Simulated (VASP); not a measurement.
Calculation: PBE GGA, VASP's PBE PAW potentials (set 64) (plane waves; VASP).

A VASP calculation is set up with these files.

KPOINTS:
```
Automatic mesh
0
Gamma
3 3 3
0 0 0
```

INCAR:
```
ENCUT = 300
SIGMA = 0.272
LREAL = F
ISMEAR = 0   # Gaussian
LWAVE = F
PREC = Accurate
LASPH = T   # aspherical one-centre terms
ISIF = 2
LMAXMIX = 4   # l cut-off of mixed one-centre charges
LCHARG = F
EDIFF = 1E-6   # SCF stop (eV)
ALGO = Normal   # blocked Davidson
SYSTEM = Ni3Si
GGA = PE
NELM = 100
```

File POSCAR:
```
Ni3Si
1
    3.5966970000     0.0000000000     0.0000000000
    0.0000000000     3.5966970000     0.0000000000
    0.0000000000     0.0000000000     3.5966970000
Si Ni
1 3
Direct
  0.0000000000   0.0000000000   0.0000000000
  0.0000000000   0.5000000000   0.5000000000
  0.5000000000   0.0000000000   0.5000000000
  0.5000000000   0.5000000000   0.0000000000
```

POTCAR, in this order: Si Ni (PBE.64 set). Program: vasp_std.

Output

### OUTCAR
```
 ion  position               nearest neighbor table
   1  0.000  0.000  0.000-   2 2.54   3 2.54   4 2.54   2 2.54   3 2.54   2 2.54   4 2.54   2 2.54
                             3 2.54   4 2.54   3 2.54   4 2.54
   2  0.000  0.500  0.500-   1 2.54   3 2.54   4 2.54   1 2.54   4 2.54   1 2.54   3 2.54   1 2.54
                             3 2.54   4 2.54   4 2.54   3 2.54
   3  0.500  0.000  0.500-   1 2.54   2 2.54   4 2.54   1 2.54   4 2.54   2 2.54   4 2.54   4 2.54
                             1 2.54   2 2.54   1 2.54   2 2.54
   4  0.500  0.500  0.000-   1 2.54   2 2.54   3 2.54   2 2.54   3 2.54   1 2.54   3 2.54   3 2.54
                             1 2.54   2 2.54   2 2.54   1 2.54
  LATTYP: Found a simple cubic cell.
 ALAT       =     3.5966970000
 Subroutine PRICEL returns:
 Original cell was already a primitive cell.
 Subroutine GETGRP returns: Found 48 space group operations
The static configuration has the point symmetry O_h .
The dynamic configuration has the point symmetry O_h .
 Subroutine INISYM returns: Found 48 space group operations
 Subroutine IBZKPT returns following result:
 Found      4 irreducible k-points:

 Following reciprocal coordinates:
            Coordinates               Weight
  0.000000  0.000000  0.000000      1.000000
  0.333333  0.000000  0.000000      6.000000
  0.333333  0.333333  0.000000     12.000000
  0.333333  0.333333  0.333333      8.000000
   k-points           NKPTS =      4   k-points in BZ     NKDIM =      4   number of bands    NBANDS=     21
   number of dos      NEDOS =    301   number of ions     NIONS =      4
   total plane-waves  NPLWV =   8000
   dimension x,y,z NGX =    20 NGY =   20 NGZ =   20
   dimension x,y,z NGXF=    40 NGYF=   40 NGZF=   40
   ions per type =               1   3
   PREC   = accura    normal or accurate (medium, high low for compatibility)
   ISTART =      0    job   : 0-new  1-cont  2-samecut
   ICHARG =      2    charge: 1-file 2-atom 10-const
   ISPIN  =      1    spin polarized calculation?
   LNONCOLLINEAR =      F non collinear calculations
   LSORBIT =      F    spin-orbit coupling
   INIWAV =      1    electr: 0-lowe 1-rand  2-diag
   ENCUT  =  300.0 eV  22.05 Ry    4.70 a.u.   5.08  5.08  5.08*2*pi/ulx,y,z
   NELM   =    100;   NELMIN=  2; NELMDL= -5     # of ELM steps
   EDIFF  = 0.1E-05   stopping-criterion for ELM
   LREAL  =      F    real-space projection
   NLSPLINE    = F    spline interpolate recip. space projectors
   LMAXMIX     =    4 max onsite mixed and CHGCAR
   VOSKOWN=      0    Vosko Wilk Nusair interpolation
   EDIFFG = 0.1E-04   stopping-criterion for IOM
   NSW    =      0    number of steps for IOM
   NBLOCK =      1;   KBLOCK =      1    inner block; outer block
   IBRION =     -1    ionic relax: 0-MD 1-quasi-New 2-CG
   NFREE  =      0    steps in history (QN), initial steepest desc. (CG)
   ISIF   =      2    stress and relaxation
   ISYM   =      2    0-nonsym 1-usesym 2-fastsym
   TEIN   =    0.0    initial temperature
   TEBEG  =    0.0;   TEEND  =   0.0 temperature during run
   SMASS  =  -3.00    Nose mass-parameter (am)
   PSTRESS=    0.0 pullay stress
   NELECT =      34.0000    total number of electrons
   EFERMI =   0.00;   METHOD = LEGACY
   ISMEAR =     0;   SIGMA  =   0.27  broadening in eV -4-tet -1-fermi 0-gaus
   IALGO  =     38    algorithm
   LDIAG  =      T    sub-space diagonalisation (order eigenvalues)
   IMIX   =      4    mixing-type and parameters
     AMIX     =   0.40;   BMIX     =  1.00
     AMIX_MAG =   1.60;   BMIX_MAG =  1.00
     AMIN     =   0.10
   GGA     = PE    functional components
   VOSKOWN =     0    Vosko Wilk Nusair interpolation
   LHFCALC =     F    Hartree Fock is set to
   LHFONE  =     F    Hartree Fock one center treatment
   AEXX    =    0.0000 exact exchange contribution
   IVDW    =     0    specifies the selected vdW correction
   LEPSILON=     F    determine dielectric tensor
   LRPA    =     F    only Hartree local field effects (RPA)
  energy-cutoff  :      300.00
...
```

OSZICAR:
```
       N       E                     dE             d eps       ncg     rms          rms(c)
DAV:   1     0.149284162568E+03    0.14928E+03   -0.11026E+04   168   0.139E+03
DAV:   2    -0.205737614842E+02   -0.16986E+03   -0.16360E+03   168   0.302E+02
DAV:   3    -0.269940720563E+02   -0.64203E+01   -0.61991E+01   178   0.766E+01
DAV:   4    -0.271354189806E+02   -0.14135E+00   -0.14097E+00   183   0.101E+01
DAV:   5    -0.271409524180E+02   -0.55334E-02   -0.55331E-02   201   0.189E+00    0.181E+01
DAV:   6    -0.274744532496E+02   -0.33350E+00   -0.59307E+01   191   0.115E+02    0.184E+01
DAV:   7    -0.235221159274E+02    0.39523E+01   -0.16098E+01   196   0.641E+01    0.352E+00
DAV:   8    -0.234977965546E+02    0.24319E-01   -0.69961E-01   176   0.563E+00    0.133E+00
DAV:   9    -0.234806560161E+02    0.17141E-01   -0.30207E-02   217   0.234E+00    0.528E-01
DAV:  10    -0.234777450158E+02    0.29110E-02   -0.42847E-03   220   0.473E-01    0.169E-01
DAV:  11    -0.234775791120E+02    0.16590E-03   -0.60299E-04   225   0.225E-01    0.529E-02
DAV:  12    -0.234775675546E+02    0.11557E-04   -0.51304E-05   173   0.662E-02    0.153E-02
DAV:  13    -0.234775666016E+02    0.95295E-06   -0.99869E-06   178   0.177E-02
   1 F= -.23477567E+02 E0= -.23413611E+02  d E =-.127911E+00
```

OUTCAR:
```
------------------------ aborting loop because EDIFF is reached ----------------------------------------
  FORCE on cell =-STRESS in cart. coord.  units (eV):
  Direction    XX          YY          ZZ          XY          YZ          ZX
  --------------------------------------------------------------------------------------
  Total       -3.5929008     -3.5929008     -3.5929008     -0.0000000      0.0000000     -0.0000000
  in kB     -123.7212378   -123.7212378   -123.7212378     -0.0000000      0.0000000     -0.0000000
  external PRESSURE =    -123.7212378 kB  Pullay stress =       0.0000000 kB
  volume of cell :       46.53
      direct lattice vectors                 reciprocal lattice vectors
     3.596697000  0.000000000  0.000000000     0.278032873  0.000000000  0.000000000
     0.000000000  3.596697000  0.000000000     0.000000000  0.278032873  0.000000000
     0.000000000  0.000000000  3.596697000     0.000000000  0.000000000  0.278032873
 POSITION                                       TOTAL-FORCE (eV/Angst)
 -----------------------------------------------------------------------------------
      0.00000      0.00000      0.00000         0.000000      0.000000      0.000000
      0.00000      1.79835      1.79835         0.000000      0.000000      0.000000
      1.79835      0.00000      1.79835         0.000000      0.000000      0.000000
      1.79835      1.79835      0.00000         0.000000      0.000000      0.000000
 -----------------------------------------------------------------------------------
    total drift:                               -0.000000     -0.000000      0.000000
  FREE ENERGIE OF THE ION-ELECTRON SYSTEM (eV)
  ---------------------------------------------------
  free  energy   TOTEN  =       -23.4775666016 eV

  energy  without entropy=      -23.3496553290  energy(sigma->0) =      -23.41361097
```
(Selected blocks of OUTCAR.)

At this cut-off the stress carries a Pulay error, which pulls relaxed volumes low.

The structure is a typed Ni3Si crystal (Pm-3m). The cell was not relaxed at this level. The k-mesh is coarse (spacing up to 0.58 per Å, 2π included), so the numbers may not be converged in it. The run is one of a series of settings (KPOINTS 3×3×3 Γ-centred mesh against the base run), some of them coarse on purpose. The run is not spin-polarised, so no magnetic state was tried.
